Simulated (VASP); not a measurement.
A run of VASP 6.6.1 is set up as follows.

Contents of INCAR:

```
SYSTEM = AlBO3
PREC = Accurate
ENCUT = 600
EDIFF = 1E-6
ISMEAR = 0
SIGMA = 0.02
LREAL = .FALSE.
LASPH = .TRUE.
NELM = 100
ALGO = Fast
ISIF = 3
LWAVE = .FALSE.
LCHARG = .FALSE.
GGA = PS
IBRION = 2
NSW = 100
EDIFFG = -0.01
```

Contents of KPOINTS:

```
Automatic mesh
0
G
  6 6 6
  0 0 0
```

File POSCAR:

```
AlBO3
1.0
    2.2319000000      1.2885880658      4.5816666667
   -2.2319000000      1.2885880658      4.5816666667
    0.0000000000     -2.5771761316      4.5816666667
Al B O
2 2 6
Direct
    0.0000000000      0.0000000000      0.0000000000
    0.5000000000      0.5000000000      0.5000000000
    0.2500000000      0.2500000000      0.2500000000
    0.7500000000      0.7500000000      0.7500000000
    0.9409800000      0.5590200000      0.2500000000
    0.2500000000      0.9409800000      0.5590200000
    0.5590200000      0.2500000000      0.9409800000
    0.0590200000      0.4409800000      0.7500000000
    0.7500000000      0.0590200000      0.4409800000
    0.4409800000      0.7500000000      0.0590200000
```

Potentials or basis: VASP PAW PBE potentials, release 64 (Al, B, O).

Launch:

```sh
$ cat potpaw_PBE.64/Al/POTCAR potpaw_PBE.64/B/POTCAR potpaw_PBE.64/O/POTCAR > POTCAR
$ mpirun -np 1 vasp_std > vasp.out
```

Question: Estimate the space group after relaxing (to 0.05 Å).

Answer: R-3c (No. 167).

Question: Predict the relaxed volume.

Answer: 7.93 Å³/atom.

Question: What does it give for the relaxed cell?

Answer: a = 5.251 Å, b = 5.251 Å, c = 5.251 Å, α = 50.45°, β = 50.45°, γ = 50.45°.

Forces on the atoms (eV/Å):
```
Al   0.000  0.000  0.000
Al   0.000  0.000  0.000
B    0.000  0.000  0.000
B    0.000  0.000  0.000
O   -0.004  0.000  0.000
O    0.002 -0.003  0.000
O    0.002  0.003  0.000
O    0.004  0.000  0.000
O   -0.002  0.003  0.000
O   -0.002 -0.003  0.000
```

Caveat: the PAW data sets were made with another functional, which shifts forces and pressure a little.
